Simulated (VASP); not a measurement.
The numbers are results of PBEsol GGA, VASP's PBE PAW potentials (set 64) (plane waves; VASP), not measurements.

A VASP calculation is set up with these files.

KPOINTS:
```
k-points along high-symmetry lines
12
Line-mode
Reciprocal
  0.000000   0.000000   0.000000 ! GAMMA
  0.500000   0.500000   0.500000 ! T

  0.500000   0.500000   0.500000 ! T
  0.520468   0.479532   0.500000 ! H_2

  0.500000  -0.479532   0.479532 ! H_0
  0.500000   0.000000   0.000000 ! L

  0.500000   0.000000   0.000000 ! L
  0.000000   0.000000   0.000000 ! GAMMA

  0.000000   0.000000   0.000000 ! GAMMA
  0.489766  -0.489766   0.000000 ! S_0

  0.510234   0.000000   0.489766 ! S_2
  0.500000   0.000000   0.500000 ! F

  0.500000   0.000000   0.500000 ! F
  0.000000   0.000000   0.000000 ! GAMMA
```

### INCAR
```
ALGO=Normal
EDIFF=1E-7
ENCUT=520
GGA=PS
ICHARG=11
ISMEAR=0
LASPH=T
LCHARG=F
LMAXMIX=4
LORBIT=11
LREAL=F
LWAVE=F
NELM=100
PREC=Accurate
SIGMA=0.05
SYSTEM=TlIO3
```

**POSCAR**
```
TlIO3
1
    3.0986047471     1.7889799530     2.6263386329
   -3.0986047471     1.7889799530     2.6263386329
   -0.0000000000    -3.5779608786     2.6263386253
Tl I O
1 1 3
Direct
  0.0071730889   0.0071730889   0.0071730889
  0.4996350755   0.4996350755   0.4996350755
  0.9122445851   0.4593086253   0.4593086253
  0.4593086253   0.9122445851   0.4593086253
  0.4593086253   0.4593086253   0.9122445851
```

POTCAR, in this order: Tl_d I O (PBE.64 set). Program: vasp_std. Read from the step before: CHGCAR.

The resulting files:

### OSZICAR
```
       N       E                     dE             d eps       ncg     rms          rms(c)
DAV:   1     0.238832174175E+03    0.23883E+03   -0.19851E+04  3944   0.152E+03
DAV:   2    -0.791148872344E+01   -0.24674E+03   -0.24127E+03  4885   0.321E+02
DAV:   3    -0.222968654465E+02   -0.14385E+02   -0.14333E+02  4732   0.786E+01
DAV:   4    -0.225085789678E+02   -0.21171E+00   -0.21150E+00  4793   0.988E+00
DAV:   5    -0.225126747175E+02   -0.40957E-02   -0.40938E-02  4691   0.125E+00
DAV:   6    -0.225128242063E+02   -0.14949E-03   -0.14947E-03  5006   0.198E-01
DAV:   7    -0.225128277033E+02   -0.34970E-05   -0.34967E-05  4757   0.270E-02
DAV:   8    -0.225128278486E+02   -0.14530E-06   -0.14554E-06  3981   0.450E-03
DAV:   9    -0.225128278552E+02   -0.66102E-08   -0.66192E-08  3902   0.964E-04
   1 F= -.22512828E+02 E0= -.22512828E+02  d E =-.593943E-16
```

**OUTCAR**
```
 val. band max:        3.5450797915   @ k =   0.5000   0.5000   0.5000

 cond. band min:       5.7976468801   @ k =   0.5000   0.5000   0.5000



 k-point     1 :       0.0000    0.0000    0.0000
  band No.  band energies     occupation
      1     -16.6824      2.00000
      2     -13.5865      2.00000
      3     -13.5865      2.00000
      4      -5.8867      2.00000
      5      -5.4649      2.00000
      6      -5.4649      2.00000
      7      -5.4180      2.00000
      8      -5.4180      2.00000
      9      -5.4088      2.00000
     10      -2.9602      2.00000
     11      -2.9149      2.00000
     12      -2.9149      2.00000
     13       0.5358      2.00000
     14       1.7187      2.00000
     15       1.7187      2.00000
     16       1.9013      2.00000
     17       1.9401      2.00000
     18       1.9401      2.00000
     19       2.2609      2.00000
     20      10.0164      0.00000
     21      10.2158      0.00000
     22      10.2160      0.00000
     23      10.5378      0.00000

 k-point     2 :       0.0455    0.0455    0.0455
  band No.  band energies     occupation
      1     -16.6707      2.00000
      2     -13.5947      2.00000
      3     -13.5947      2.00000
      4      -5.9930      2.00000
      5      -5.4638      2.00000
      6      -5.4638      2.00000
      7      -5.4181      2.00000
      8      -5.4181      2.00000
      9      -5.4097      2.00000
     10      -2.8761      2.00000
     11      -2.8761      2.00000
     12      -2.8585      2.00000
     13       0.5140      2.00000
     14       1.7018      2.00000
     15       1.7018      2.00000
     16       1.9402      2.00000
     17       1.9402      2.00000
     18       1.9740      2.00000
     19       2.2714      2.00000
     20       9.8570      0.00000
     21      10.1028      0.00000
     22      10.1030      0.00000
     23      10.5465      0.00000

 k-point     3 :       0.0909    0.0909    0.0909
  band No.  band energies     occupation
...
```

The density is held fixed in this step, so its total energy and stress have no physical meaning. Unless said otherwise, spin-orbit coupling is left out, though it shifts the bands of the heavy elements here.

The structure comes from a computed database's TlIO3 entry (R3m); how it stands against other phases isn't given here. It was relaxed first.
